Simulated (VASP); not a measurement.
VASP ran on this input.

**INCAR**
```
SYSTEM = HgSe
EDIFF = 1E-6
ALGO = Normal   ! blocked Davidson
IBRION = 2   ! conjugate gradients
NELM = 100   ! most electronic steps
PREC = Accurate
LASPH = .TRUE.
ISIF = 3   ! ions, shape and volume
SIGMA = 0.1
EDIFFG = -0.02   ! ionic stop
LCHARG = .FALSE.
ISMEAR = 1   ! Methfessel-Paxton
PSTRESS = 50   ! kbar
LWAVE = .FALSE.
LMAXMIX = 6
ENCUT = 500   ! plane-wave cut-off (eV)
GGA = PE   ! PBE
LREAL = .FALSE.
NSW = 40
```

File KPOINTS:
```
Automatic mesh
0
Gamma
10 10 10
0 0 0
```

**POSCAR**
```
HgSe
1
    0.0000000000     3.1346522987     3.1346522987
    3.1346522987     0.0000000000     3.1346522987
    3.1346522987     3.1346522987     0.0000000000
Hg Se
1 1
Direct
  0.0000000000   0.0000000000   0.0000000000
  0.2500000000   0.2500000000   0.2500000000
```

POTCAR, in this order: Hg Se (PBE.64 set). Program: vasp_std.

Translate this PBE calculation to Ansatz.

One equivalent input (not run):
Ansatz 0.2 input:
```yaml
crystal:
  lattice:
    - [0.0000000, 3.1346523, 3.1346523]
    - [3.1346523, 0.0000000, 3.1346523]
    - [3.1346523, 3.1346523, 0.0000000]
  atoms:
    - { symbol: Hg, position: [0.0000000, 0.0000000, 0.0000000] }
    - { symbol: Se, position: [0.2500000, 0.2500000, 0.2500000] }
kpoints:
  mp_grid: { grid: [10, 10, 10] }
hamiltonian:
  xc: pbe
  pseudopotentials: { kind: paw }
scf:
  occupations: { method: methfessel_paxton, width: 0.1 }
  max_iter: 100
relax:
  max_steps: 40
  f_tol: 0.02
  cell: { p_target: 5 }
output: { forces: true, stress: true, eigenvalues: true }
```
Limits of the translation: each code has its own PAW files, so the cut-off isn't converted (ENCUT is set for VASP's; basis.ecutwfc is left out, and Ansatz then takes the one that its files recommend); Ansatz stops its SCF on the density residual and VASP on the energy change (EDIFF).

The compound is HgSe in the zinc blende structure. This run relaxes it under an external pressure of 5 GPa. Symmetry was kept, so distortions that lower it aren't found.
